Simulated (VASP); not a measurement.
Here is the system:

```xyz
2
Lattice="0.0000 3.1061 3.1061 3.1061 0.0000 3.1061 3.1061 3.1061 0.0000" Properties=species:S:1:pos:R:3 pbc="T T T"
Ga     0.0000     0.0000     0.0000
Sb     1.5531     1.5531     1.5531
```

Calculation: PBE GGA, VASP's PBE PAW potentials (set 64) (plane waves; VASP). Numerical set-up: 400 eV cut-off, 11×11×11 Γ-centred mesh, tetrahedra with Blöchl corrections, potentials Ga_d Sb.

Unless said otherwise, spin-orbit coupling is left out, though it shifts the bands of the heavy elements here.

Question: What does the run give for the energy per atom (σ→0), band gap (on the k-mesh) with the smallest direct gap where there is one?

Answer: 
```
Item                                                         Value
------------------------  ----------------------------------------
band gap (on the k-mesh)  none (metal, semimetal or under 0.01 eV)
energy per atom (σ→0)                               -3.686 eV/atom
```

Only differences to runs with the same potentials and settings are physical.

The compound is GaSb in the zinc blende structure. It was relaxed first, which changed the volume by +6 %.
